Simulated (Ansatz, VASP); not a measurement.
# ScTa2: VASP beside Ansatz

Contents of INCAR:

```
SYSTEM = ScTa2
ALGO     = Normal         ! electronic algorithm
EDIFF    = 1E-6           ! SCF threshold, eV
EDIFFG   = -0.04          ! ionic threshold
ENCUT    = 600            ! plane-wave cutoff, eV
GGA      = PE             ! functional
IBRION   = 2              ! ionic algorithm
ISIF     = 3              ! what is computed and relaxed
ISMEAR   = 0              ! smearing method
LASPH    = .TRUE.         ! aspherical terms in the spheres
LCHARG   = .FALSE.        ! write CHGCAR
LREAL    = .FALSE.        ! projectors in reciprocal space
LWAVE    = .FALSE.        ! write WAVECAR
NELM     = 60             ! most SCF steps
NSW      = 90             ! ionic steps
PREC     = Accurate       ! precision mode
SIGMA    = 0.1            ! smearing width, eV
```

Contents of KPOINTS:

```
k-points
0
G
  6 6 4
  0 0 0
```

File POSCAR:

```
ScTa2
1.0
    3.6271724400      0.0000000000      0.0000000000
   -1.8135862200      3.1412234800      0.0000000000
    0.0000000000      0.0000000000      4.0768908900
Sc Ta
1 2
Direct
    0.0000000000      0.0000000000      0.0000000000
    0.6666666700      0.3333333300      0.5000000000
    0.3333333300      0.6666666700      0.5000000000
```

Input for Ansatz:

```yaml
crystal:
  lattice:
    - [3.62717244, 0.0, 0.0]
    - [-1.81358622, 3.14122348, 0.0]
    - [0.0, 0.0, 4.07689089]
  atoms:
    - { symbol: Sc, position: [0.0, 0.0, 0.0] }
    - { symbol: Ta, position: [0.66666667, 0.33333333, 0.5] }
    - { symbol: Ta, position: [0.33333333, 0.66666667, 0.5] }
basis:
  ecutwfc: 420
kpoints:
  mp_grid: { grid: [6, 6, 4] }
hamiltonian:
  xc: pbe
scf:
  occupations: { method: gaussian, width: 0.1 }
  lower_state_search: "off"
output:
  forces: true
  stress: true
  eigenvalues: true
relax:
  adjacent_minimum: "off"
  f_tol: 0.04
  max_steps: 70
  cell: { stress_tol: 0.4 }
```

Change from the starting cell: species swapped into the ScB2 type (P6/mmm, No. 191).

Alike in both runs: task relaxation of cell and atoms; functional PBE; k mesh 6 × 6 × 4; occupations gaussian, width 0.1 eV; no spin polarisation.

```csv
,VASP,Ansatz
version,VASP 6.6.1,Ansatz 0.2.0
potentials or method,"VASP PAW PBE potentials, release 64 (Sc_sv, Ta_pv)","scalar-relativistic, plane waves, PAW"
plane-wave cutoff (eV),600,420
valence electrons in the cell,33,37
```

|  | VASP | Ansatz | Ansatz less VASP |
| --- | --- | --- | --- |
| gap on the k mesh at the Fermi level, each at its own relaxed structure (eV) | none | none | - |
| relaxed volume (Å³/atom) | 19.88 | 19.90 | +0.014 |
| relaxed cell length with the largest relative difference (Å) | 2.958 | 2.955 | -0.0030 |
| energy change over the relaxation (meV/atom) | -3016 | -2973 | +42.4 |

A gap of «none» marks a metal or a gap that the smearing closes. The two sets of potentials don't hold the same shells in valence.

Caveats: the k mesh is coarse (spacing up to 0.39 Å⁻¹), so the values aren't converged; the volume moved by over 15 % at a fixed basis, so the end points are rough (VASP). The runs have no spin-orbit coupling, so splittings on Ta are missing.
